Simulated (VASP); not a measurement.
Consider the following.

```
CELL_PARAMETERS angstrom
      2.71529     0.00000     0.00000
     -2.71529     2.71529     0.00000
      0.00000     0.00000    15.76000
ATOMIC_POSITIONS crystal
  Ir 0.00000 0.00000 0.43909
  Ir 0.00000 0.50000 0.31726
  Ir 0.00000 0.00000 0.68274
  Ir 0.00000 0.50000 0.56091
```

Calculation: PBE GGA, VASP's PBE PAW potentials (set 64) (plane waves; VASP 6.6.1). Run with 300 eV cut-off, 8×6×1 Γ-centred mesh, Fermi-Dirac smearing of 0.10 eV, potentials Ir.

The cell holds a wide vacuum, so values per volume refer to the whole cell.

**Question.** Give the energies of bands 8 to 21 at the high-symmetry points, in eV from the Fermi level.

**Answer.** 
```tsv
band	Γ	X	M
8	-3.89	-3.71	-4.90
9	-3.28	-3.41	-2.60
10	-3.28	-3.41	-2.60
11	-2.21	-3.01	-0.77
12	-2.11	-3.01	-0.77
13	-1.82	-2.06	0.14
14	-1.82	-2.06	0.14
15	-1.34	-0.61	0.54
16	-0.84	-0.61	0.54
17	-0.06	-0.16	1.51
18	-0.06	-0.16	1.51
19	-0.05	0.79	2.29
20	0.14	0.79	2.29
21	0.82	1.47	3.52
```

It has no gap at this level: it comes out as a metal or semimetal.

The cell is a sheet with vacuum, built from a generated structure.
